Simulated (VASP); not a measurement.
Data:

```
CELL_PARAMETERS angstrom
      0.00000     3.41688     3.41688
      3.41688     0.00000     3.41688
      3.41688     3.41688     0.00000
ATOMIC_POSITIONS crystal
  Au 0.00000 0.00000 0.00000
  Sb 0.25000 0.25000 0.25000
  Sb 0.75000 0.75000 0.75000
```

These are r2SCAN meta-GGA with spin-orbit coupling, VASP's PBE PAW potentials (set 64) (plane waves; VASP 6.6.1) values and carry that method's errors. Numerical set-up: 400 eV cut-off, 7×7×7 Γ-centred mesh, Gaussian smearing of 0.050 eV, potentials Au Sb.

**Question.** Predict the energy per atom (σ→0), band gap (over mesh and band path) with the smallest direct gap where there is one.

**Answer.** 
```yaml
band gap (over mesh and band path): none (metal, semimetal or under 0.01 eV)
energy per atom (σ→0): -33.977 eV/atom
```

The structure comes from a measured Sb2Au entry (Fm-3m) of the Crystallography Open Database, whose conditions weren't checked. It was relaxed first, which changed the volume by +8 %.
